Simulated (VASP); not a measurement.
A convergence study with VASP on Ga (space group no. 64 when undisturbed): a few settings are varied, all else stays as given below, so the limit is that of these other settings. One atom is moved off its site, so that forces are finite.

```
Ga
1.0
    2.24870    -3.81085     0.00000
    2.24870     3.81085     0.00000
    0.00000     0.00000     4.50735
Ga
4
Direct
  0.15490   0.84510   0.93009
  0.34510   0.65490   0.41900
  0.65490   0.34510   0.58100
  0.84510   0.15490   0.08100
```

Method: PBEsol GGA, VASP's PBE PAW potentials (set 64) (plane waves; VASP). The last row used: 300 eV cut-off, 15×15×12 Γ-centred mesh, Fermi-Dirac smearing of 0.010 eV, potentials Ga_d.

```csv
setting,E (eV/atom),pressure (GPa),largest force (eV/Å),irreducible k-points
SIGMA = 1.0,-3.3116,4.36,0.321,728
SIGMA = 0.5,-3.3311,0.61,0.332,728
SIGMA = 0.3,-3.3435,-0.41,0.327,728
SIGMA = 0.2,-3.3479,-0.73,0.322,728
SIGMA = 0.1,-3.3497,-0.91,0.315,728
SIGMA = 0.05,-3.3497,-0.94,0.311,728
SIGMA = 0.02,-3.3496,-0.96,0.309,728
SIGMA = 0.01,-3.3496,-0.96,0.307,728
```

VASP warned of too few bands at SIGMA = 1.0.

Left out are rungs that failed or repeat a setting and relaxations that didn't move; long series are thinned to 24 rows.

The structure is a typed Ga crystal (space group no. 64). The cell was not relaxed at this level, it is distorted from the ideal structure. VASP warned that the highest band is occupied, so more bands are needed.
